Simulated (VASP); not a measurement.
Input for VASP

**KPOINTS**
```
K-points
0
Gamma
 3 3 3
0 0 0
```

**POSCAR**
```
Y(CoGe)2
5.7618760
 -0.3422272538   0.3422272538   0.8750776657
  0.3422272538  -0.3422272538   0.8750776657
  0.3422272538   0.3422272538  -0.8750776657
Y Co Ge
1 2 2
Cart
  0.0000000000   0.0000000000   0.0000000000
  0.0000000000   0.3422272538   0.4375388328
  0.3422272538   0.0000000000   0.4375388328
  0.0000000000  -0.0000000000   1.1006376848
  0.0000000000  -0.0000000000   0.6495176466
```

INCAR:
```
SYSTEM = Y(CoGe)2
PREC = Accurate
ENCUT = 300
EDIFF = 1E-6
NELM = 100
ALGO = Normal
LREAL = .FALSE.
LASPH = .TRUE.
ISMEAR = 0
SIGMA = 0.2
LMAXMIX = 4
LWAVE = .FALSE.
LCHARG = .FALSE.
ISIF = 2
```

POTCAR, in this order: Y_sv Co Ge_d (LDA.64 set). Program: vasp_std.

Task: Translate this LDA calculation to Quantum ESPRESSO's pw.x.

Result: One equivalent input (not run):
```
&CONTROL
  calculation = 'scf'
  pseudo_dir = './pseudo'
  outdir = './out'
  tprnfor = .true.
  tstress = .true.
/
&SYSTEM
  ibrav = 0
  nat = 5
  ntyp = 3
  ecutwfc = 96
  occupations = 'smearing'
  smearing = 'gaussian'
  degauss = 0.0147
  input_dft = 'pz'
/
&ELECTRONS
  conv_thr = 7.3e-08
  electron_maxstep = 100
/
ATOMIC_SPECIES
  Y 88.906 Y.upf
  Co 58.933 Co.upf
  Ge 72.630 Ge.upf
CELL_PARAMETERS angstrom
    -1.9718710    1.9718710    5.0420890
     1.9718710   -1.9718710    5.0420890
     1.9718710    1.9718710   -5.0420890
ATOMIC_POSITIONS crystal
  Y    0.0000000  0.0000000  0.0000000
  Co   0.7500000  0.2500000  0.5000000
  Co   0.2500000  0.7500000  0.5000000
  Ge   0.6288800  0.6288800  0.0000000
  Ge   0.3711200  0.3711200  0.0000000
K_POINTS automatic
  3 3 3 0 0 0
```
What does not carry over: the potentials are each code's own (VASP's PAW set, PseudoDojo norm-conserving files in pw.x), so ENCUT and ecutwfc are chosen apart and not converted; conv_thr bounds pw.x's estimated SCF error, while EDIFF bounds the energy change between steps.

The structure comes from a computed database's Co2YGe2 entry; how it stands against other phases isn't given here. The cell was not relaxed at this level. The k-mesh is coarse (spacing up to 0.75 per Å, 2π included), so the numbers may not be converged in it. The run is one of a series of settings (KPOINTS 3×3×3 Γ-centred mesh against the base run), some of them coarse on purpose.
